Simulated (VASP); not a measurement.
```
Al2Au
1.0
    0.00000     3.06000     3.06000
    3.06000     0.00000     3.06000
    3.06000     3.06000     0.00000
Al Au
2 1
Direct
  0.25000   0.25000   0.25000
  0.75000   0.75000   0.75000
  0.00000   0.00000   0.00000
```

Calculation: PBE GGA, VASP's PBE PAW potentials (set 64) (plane waves; VASP). Settings: 400 eV cut-off, 8×8×8 Γ-centred mesh, Fermi-Dirac smearing of 0.20 eV, potentials Al Au.

Question: Give the stress tensor in GPa (positive for a compressed cell).

Answer: 
```
-2.98   0.00   0.00
 0.00  -2.98   0.00
 0.00   0.00  -2.98
```
The pressure is its mean diagonal, -2.98 GPa.

The compound is AuAl2 in the fluorite structure. The cell was not relaxed at this level. The run is one of a series of settings (ISMEAR = -1, SIGMA = 0.2 against the base run), some of them coarse on purpose. The electron count is odd and the run is not spin-polarised, which forces a metal.
